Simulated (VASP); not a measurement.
Consider the following.

```
H
1.0
    0.00000     1.12754     1.12754
    1.12754     0.00000     1.12754
    1.12754     1.12754     0.00000
H
1
Direct
  0.00000   0.00000   0.00000
```

Method: PBEsol GGA, VASP's PBE PAW potentials (set 64) (plane waves; VASP). Numerical set-up: 400 eV cut-off, Gaussian smearing of 0.050 eV, potentials H.

**Question.** Predict the band gap (along the path) with the smallest direct gap where there is one.

**Answer.** 
| Property | Result |
|---|---|
| band gap (along the path) | none (metal, semimetal or under 0.01 eV) |

The structure was generated: H was put into the fcc type (Fm-3m), which need not be its known phase. It was relaxed first.
